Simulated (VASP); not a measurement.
Here is the system:

```xyz
2
Lattice="0.0000 3.0874 3.0874 3.0874 0.0000 3.0874 3.0874 3.0874 0.0000" Properties=species:S:1:pos:R:3 pbc="T T T"
Pb     0.0000     0.0000     0.0000
Se     3.0874     3.0874     3.0874
```

Level of theory: r2SCAN meta-GGA, VASP's PBE PAW potentials (set 64) (plane waves; VASP 6.6.1). Run with 400 eV cut-off, 7×7×7 Γ-centred mesh, Gaussian smearing of 0.050 eV, potentials Pb_d Se.

Problem. What does the run give for the energy per atom (σ→0)?

Solution. 
| Quantity | Result |
|---|---|
| energy per atom (σ→0) | -35.969 eV/atom |

Total energies compare only between runs with the same potentials, cut-off and functional.

The compound is PbSe in the rock salt structure. It was relaxed first. The start is the result of an earlier pass.
